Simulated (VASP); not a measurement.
Write the native input for VASP 6.6.1 that does the following.

| Property | Result |
| --- | --- |
| Task | single point |
| Functional | PBE |
| Potentials or basis | VASP PAW PBE potentials, release 64 (Sb, C) |
| Cutoff | 520 eV |
| k mesh | 9 × 9 × 9 |
| Occupations | fermi-dirac, width 0.05 eV |
| Spin | no spin polarisation |
| Further INCAR settings | ALGO = Normal; EDIFF = 1e-07; NBANDS = 12 |

The structure of SbC lies in POSCAR:

```
SbC
1.0
    3.1146800000      0.0000000000      0.0000000000
    0.0000000000      3.1146800000      0.0000000000
    0.0000000000      0.0000000000      3.1146800000
Sb C
1 1
Direct
    0.5000000000      0.5000000000      0.5000000000
    0.0000000000      0.0000000000      0.0000000000
```

The cell was built by a generator and needn't be a form met in nature.

The input as run:

INCAR

```
SYSTEM = SbC
ALGO = Normal
EDIFF = 1E-7
ENCUT = 520
GGA = PE
ISIF = 2
ISMEAR = -1
LASPH = .TRUE.
LCHARG = .FALSE.
LREAL = .FALSE.
LWAVE = .FALSE.
NBANDS = 12
NELM = 100
PREC = Accurate
SIGMA = 0.05
```

KPOINTS

```
k-points
0
G
  9 9 9
  0 0 0
```

Potentials or basis: VASP PAW PBE potentials, release 64 (Sb, C).

Command:

```console
$ cat potpaw_PBE.64/Sb/POTCAR potpaw_PBE.64/C/POTCAR > POTCAR
$ mpirun -np 1 vasp_std > vasp.out
```

Results of the run:

The pressure is -1.0 GPa. The band gap on the k mesh is none (metal or under the smearing width).

Run time: 5.1 s on 1 thread of Intel(R) Xeon(R) Platinum 8559C (Emerald Rapids), on a shared host, peak memory 0.14 GiB.
